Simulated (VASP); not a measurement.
Given:

```
CELL_PARAMETERS angstrom
      2.16211    -3.74488     0.00000
      2.16211     3.74488     0.00000
      0.00000     0.00000     6.69879
ATOMIC_POSITIONS crystal
  Pb 0.00000 0.00000 0.00000
  I  0.33333 0.66667 0.29037
  I  0.66667 0.33333 0.70963
```

All values below come from PBE GGA, VASP's PBE PAW potentials (set 64) (plane waves; VASP). Numerical set-up: 480 eV cut-off, 6×6×4 Γ-centred mesh, Gaussian smearing of 0.050 eV, potentials Pb_d I.

Without a dispersion term in the relaxation, distances and binding between the weakly bound layers, chains or molecules are unreliable, and so is what depends on them. Unless said otherwise, spin-orbit coupling is left out, though it shifts the bands of the heavy elements here.

**Question.** What does the run give for the energy per atom (σ→0), pressure, band gap (on the k-mesh) with the smallest direct gap where there is one?

**Answer.** 
* **band gap (on the k-mesh)**: 1.92 eV
* **smallest direct gap (on the k-mesh)**: 1.92 eV
* **energy per atom (σ→0)**: -2.751 eV/atom
* **pressure**: 4.99 GPa

Only differences to runs with the same potentials and settings are physical.

The compound is PbI2 in the 1T layered structure. It was relaxed first under an external pressure of 5 GPa.
